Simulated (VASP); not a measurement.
Calculation: r2SCAN+rVV10, VASP's PBE PAW potentials (set 64) (plane waves; VASP).

A VASP calculation is set up with these files.

KPOINTS:
```
Automatic mesh
0
Gamma
6 6 5
0 0 0
```

**INCAR**
```
# general
SYSTEM  =P
PREC    =Accurate
ENCUT   =520
LREAL   =.FALSE.
LASPH   =.TRUE.

# electronic loop
EDIFF   =1E-6
NELM    =100
ALGO    =Normal
LMIXTAU =.TRUE.

# smearing
ISMEAR  =0
SIGMA   =0.05

# functional
METAGGA =R2SCAN
LUSE_VDW=.TRUE.
BPARAM  =11.95
CPARAM  =0.0093

# ions
IBRION  =2
NSW     =60
ISIF    =3
EDIFFG  =-0.02

# output
LWAVE   =.FALSE.
LCHARG  =.FALSE.
```

### POSCAR
```
P
1
    1.6531759233    -5.2914043487    -0.0000000000
    1.6531759233     5.2914043487     0.0000000000
    0.0000000000    -0.0000000000     4.4529652157
P
4
Direct
  0.0998094626   0.9001905374   0.9145477163
  0.4001905374   0.5998094626   0.4145477163
  0.5998094626   0.4001905374   0.5854522837
  0.9001905374   0.0998094626   0.0854522837
```

POTCAR, in this order: P (PBE.64 set). Program: vasp_std.

The resulting files:

### OSZICAR
```
       N       E                     dE             d eps       ncg     rms          rms(c)
DAV:   1     0.493275710799E+02    0.49328E+02   -0.87053E+03  1092   0.125E+03
DAV:   2    -0.351312376826E+02   -0.84459E+02   -0.81615E+02  1468   0.178E+02
DAV:   3    -0.393580628024E+02   -0.42268E+01   -0.42053E+01  1476   0.437E+01
DAV:   4    -0.394116626503E+02   -0.53600E-01   -0.53536E-01  1364   0.572E+00
DAV:   5    -0.394128613454E+02   -0.11987E-02   -0.11982E-02  1492   0.768E-01    0.115E+01
DAV:   6    -0.357870839882E+02    0.36258E+01   -0.30127E-01  1248   0.517E+00    0.762E+00
DAV:   7    -0.345715621839E+02    0.12155E+01   -0.59028E-01  1218   0.614E+00    0.127E+00
DAV:   8    -0.354042232330E+02   -0.83266E+00   -0.25237E-01  1164   0.434E+00    0.342E-01
DAV:   9    -0.355147974613E+02   -0.11057E+00   -0.14986E-01  1242   0.394E+00    0.165E-01
DAV:  10    -0.355377778065E+02   -0.22980E-01   -0.22288E-02  1272   0.138E+00    0.176E-01
DAV:  11    -0.355633292021E+02   -0.25551E-01   -0.46805E-03  1272   0.722E-01    0.124E-01
DAV:  12    -0.355784380164E+02   -0.15109E-01   -0.99786E-03  1206   0.102E+00    0.455E-02
DAV:  13    -0.355789016599E+02   -0.46364E-03   -0.77976E-04  1308   0.265E-01    0.290E-02
DAV:  14    -0.355790792936E+02   -0.17763E-03   -0.72156E-05  1374   0.977E-02    0.187E-02
DAV:  15    -0.355786496708E+02    0.42962E-03   -0.14981E-04  1224   0.131E-01    0.116E-02
DAV:  16    -0.355790610815E+02   -0.41141E-03   -0.25367E-04  1164   0.165E-01    0.469E-03
DAV:  17    -0.355790787951E+02   -0.17714E-04   -0.12999E-05  1230   0.338E-02    0.311E-03
DAV:  18    -0.355790774773E+02    0.13179E-05   -0.43853E-07   804   0.716E-03    0.102E-03
DAV:  19    -0.355790782577E+02   -0.78046E-06   -0.30125E-07   690   0.623E-03
   1 F= -.35579078E+02 E0= -.35578923E+02  d E =-.355791E+02
       N       E                     dE             d eps       ncg     rms          rms(c)
DAV:   1    -0.355793982526E+02   -0.32078E-03   -0.21741E-02  1122   0.885E-01    0.122E-01
DAV:   2    -0.355794387930E+02   -0.40540E-04   -0.12574E-03  1398   0.253E-01    0.757E-02
DAV:   3    -0.355793686786E+02    0.70114E-04   -0.97121E-05  1320   0.714E-02    0.326E-02
DAV:   4    -0.355793675113E+02    0.11673E-05   -0.44727E-05  1380   0.515E-02    0.696E-03
DAV:   5    -0.355793677257E+02   -0.21432E-06   -0.91126E-06  1248   0.292E-02
   2 F= -.35579368E+02 E0= -.35579219E+02  d E =-.289468E-03
       N       E                     dE             d eps       ncg     rms          rms(c)
DAV:   1    -0.355793709335E+02   -0.34222E-05   -0.95812E-05  1128   0.618E-02    0.836E-03
DAV:   2    -0.355793714353E+02   -0.50179E-06   -0.56515E-06  1374   0.186E-02
   3 F= -.35579371E+02 E0= -.35579222E+02  d E =-.293178E-03
       N       E                     dE             d eps       ncg     rms          rms(c)
DAV:   1    -0.355797567295E+02   -0.38580E-03   -0.21547E-02  1092   0.808E-01    0.778E-02
DAV:   2    -0.355797313414E+02    0.25388E-04   -0.96581E-04  1302   0.243E-01    0.447E-02
DAV:   3    -0.355796708754E+02    0.60466E-04   -0.14828E-04  1314   0.803E-02    0.166E-02
DAV:   4    -0.355796736344E+02   -0.27590E-05   -0.25061E-05  1356   0.429E-02    0.104E-02
DAV:   5    -0.355796710455E+02    0.25889E-05   -0.65960E-06  1212   0.256E-02    0.629E-03
DAV:   6    -0.355796713863E+02   -0.34079E-06   -0.77621E-06  1140   0.269E-02
   4 F= -.35579671E+02 E0= -.35579521E+02  d E =-.299951E-03
       N       E                     dE             d eps       ncg     rms          rms(c)
DAV:   1    -0.355804112817E+02   -0.74024E-03   -0.13185E-01  1092   0.200E+00    0.190E-01
DAV:   2    -0.355802496883E+02    0.16159E-03   -0.58871E-03  1296   0.600E-01    0.110E-01
DAV:   3    -0.355798379913E+02    0.41170E-03   -0.94695E-04  1302   0.202E-01    0.413E-02
DAV:   4    -0.355798796175E+02   -0.41626E-04   -0.17763E-04  1314   0.117E-01    0.257E-02
DAV:   5    -0.355798662041E+02    0.13413E-04   -0.55847E-05  1284   0.714E-02    0.161E-02
DAV:   6    -0.355798741075E+02   -0.79034E-05   -0.59205E-05  1158   0.702E-02    0.570E-03
DAV:   7    -0.355798688158E+02    0.52917E-05   -0.14934E-05  1164   0.347E-02    0.258E-03
DAV:   8    -0.355798688771E+02   -0.61336E-07   -0.15036E-06   648   0.126E-02
   5 F= -.35579869E+02 E0= -.35579717E+02  d E =-.497442E-03
       N       E                     dE             d eps       ncg     rms          rms(c)
DAV:   1    -0.355799150273E+02   -0.46212E-04   -0.62598E-03  1092   0.435E-01    0.420E-02
DAV:   2    -0.355799069741E+02    0.80532E-05   -0.27909E-04  1278   0.131E-01    0.236E-02
DAV:   3    -0.355798878189E+02    0.19155E-04   -0.44732E-05  1302   0.439E-02    0.889E-03
DAV:   4    -0.355798903456E+02   -0.25267E-05   -0.84887E-06  1314   0.256E-02    0.573E-03
DAV:   5    -0.355798901661E+02    0.17953E-06   -0.21820E-06   900   0.161E-02
   6 F= -.35579890E+02 E0= -.35579738E+02  d E =-.518731E-03
       N       E                     dE             d eps       ncg     rms          rms(c)
DAV:   1    -0.355800031433E+02   -0.11280E-03   -0.15766E-02  1140   0.724E-01    0.753E-02
DAV:   2    -0.355799884405E+02    0.14703E-04   -0.69694E-04  1416   0.199E-01    0.429E-02
DAV:   3    -0.355799433602E+02    0.45080E-04   -0.88691E-05  1314   0.646E-02    0.189E-02
DAV:   4    -0.355799439870E+02   -0.62683E-06   -0.23173E-05  1332   0.422E-02    0.118E-02
DAV:   5    -0.355799403621E+02    0.36249E-05   -0.12997E-05  1260   0.363E-02    0.564E-03
DAV:   6    -0.355799412215E+02   -0.85943E-06   -0.14315E-05  1128   0.356E-02    0.236E-03
DAV:   7    -0.355799408686E+02    0.35297E-06   -0.22501E-06   914   0.143E-02
   7 F= -.35579941E+02 E0= -.35579792E+02  d E =-.507025E-04
```

### OUTCAR
```
------------------------ aborting loop because EDIFF is reached ----------------------------------------
  FORCE on cell =-STRESS in cart. coord.  units (eV):
  Direction    XX          YY          ZZ          XY          YZ          ZX
  --------------------------------------------------------------------------------------
  Total       -0.0042561     -0.0434452      0.0486203      0.0000000      0.0000000      0.0000000
  in kB       -0.0872099     -0.8902203      0.9962621      0.0000000      0.0000000      0.0000000
  external PRESSURE =       0.0062773 kB  Pullay stress =       0.0000000 kB
  volume of cell :       78.19
      direct lattice vectors                 reciprocal lattice vectors
     1.652367513 -5.330481700  0.000000000     0.302596121 -0.093800153 -0.000000000
     1.652367513  5.330481700 -0.000000000     0.302596121  0.093800153  0.000000000
     0.000000000 -0.000000000  4.438660462     0.000000000  0.000000000  0.225293196
 POSITION                                       TOTAL-FORCE (eV/Angst)
 -----------------------------------------------------------------------------------
      1.65237      4.27412      4.06071         0.000000      0.009681      0.006904
      1.65237      1.05636      1.84138         0.000000     -0.009681      0.006904
      1.65237     -1.05636      2.59728         0.000000      0.009681     -0.006904
      1.65237     -4.27412      0.37795         0.000000     -0.009681     -0.006904
 -----------------------------------------------------------------------------------
    total drift:                               -0.000000     -0.000000      0.000000
  FREE ENERGIE OF THE ION-ELECTRON SYSTEM (eV)
  ---------------------------------------------------
  free  energy   TOTEN  =       -35.5799408686 eV

  energy  without entropy=      -35.5796424632  energy(sigma->0) =      -35.57979167

 reached required accuracy - stopping structural energy minimisation
```
(Selected blocks of OUTCAR.)

CONTCAR:
```
P
   1.00000000000000
     1.6523675129824376   -5.3304817002490745    0.0000000000000000
     1.6523675129824376    5.3304817002490745   -0.0000000000000000
     0.0000000000000000   -0.0000000000000000    4.4386604623172694
  P
     4
Direct
     0.0990867556836292    0.9009132443163709    0.9148514247604825
     0.4009132443163707    0.5990867556836291    0.4148514247604827
     0.5990867556836291    0.4009132443163707    0.5851485752395175
     0.9009132443163709    0.0990867556836292    0.0851485752395173
```

The compound is P in the black structure. This run relaxes it. Symmetry was kept, so distortions that lower it aren't found. The start is the result of an earlier pass.
